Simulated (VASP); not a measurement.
Input:

```
CELL_PARAMETERS angstrom
      5.71291     0.00000     0.00000
      0.00000     5.71291     0.00000
      0.00000     0.00000     5.71291
ATOMIC_POSITIONS crystal
  Cs 0.00000 0.00000 0.00000
  Pb 0.50000 0.50000 0.50000
  Cl 0.50000 0.00000 0.50000
  Cl 0.00000 0.50000 0.50000
  Cl 0.50000 0.50000 0.00000
```

The numbers are results of revTPSS meta-GGA, VASP's PBE PAW potentials (set 64) (plane waves; VASP), not measurements. Numerical set-up: 520 eV cut-off, 4×4×4 Γ-centred mesh, Gaussian smearing of 0.050 eV, potentials Cs_sv Pb_d Cl.

Unless said otherwise, spin-orbit coupling is left out, though it shifts the bands of the heavy elements here.

Problem. Predict the energy per atom (σ→0), band gap (on the k-mesh) with the smallest direct gap where there is one.

Solution. 
- band gap (on the k-mesh) = 2.26 eV
- smallest direct gap (on the k-mesh) = 2.26 eV
- energy per atom (σ→0) = 8.941 eV/atom

The compound is CsPbCl3 in the cubic perovskite structure, the ideal cubic form; the compound distorts at low or room temperature. It was relaxed first, which changed the volume by +6 %.
